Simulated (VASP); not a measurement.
Here is a VASP 6.6.1 calculation.

Contents of INCAR:

```
  PREC = Accurate
  ENCUT = 520
  EDIFF = 1E-6
  ISMEAR = -5
  SIGMA = 0.05
  LREAL = F
  LASPH = T
  NELM = 100
  ALGO = Normal
  ISIF = 2
  LWAVE = F
  LCHARG = F
  LMAXMIX = 4
  LDAU = T
  LDAUTYPE = 2
  LDAUL = 2 2
  LDAUU = 8 8
  LDAUJ = 0 0
  LDAUPRINT = 1
  METAGGA = R2SCAN
  LMIXTAU = T
  LORBIT = 10
  NBANDS = 20
  NEDOS = 1001
```

Contents of KPOINTS:

```
Automatic mesh
0
Gamma
  8 8 8
```

Contents of POSCAR:

```
WAu
1.0
    0.0000000000      2.9092100000      2.9092100000
    2.9092100000      0.0000000000      2.9092100000
    2.9092100000      2.9092100000      0.0000000000
W Au
1 1
Direct
    0.0000000000      0.0000000000      0.0000000000
    0.7500000000      0.7500000000      0.7500000000
```

Potentials or basis: VASP PAW PBE potentials, release 64 (W_sv, Au).

The run is started by

```bash
$ cat potpaw_PBE.64/W_sv/POTCAR potpaw_PBE.64/Au/POTCAR > POTCAR
$ mpirun -np 1 vasp_std > vasp.out
```

Q: Predict the band gap on the k mesh.

A: None (metal or under the smearing width).

Q: Predict the pressure.

A: 0.9 GPa.

Eigenvalues of the final occupation matrices:
```csv
site,spin,trace,eigenvalues
site 1 d,1,1.50,0.27 0.27 0.27 0.34 0.34
site 1 d,2,1.50,0.27 0.27 0.27 0.34 0.34
site 2 d,1,4.48,0.89 0.89 0.89 0.90 0.90
site 2 d,2,4.48,0.89 0.89 0.89 0.90 0.90
```

Caveat: the PAW data sets were made with another functional, which shifts forces and pressure a little; U without spin polarisation on a metal has little footing; the U is typed as a test and isn't derived for this compound; tetrahedron occupations give inexact forces and stress in metals. Spin-orbit coupling is left out, which matters for the levels of Au, W.
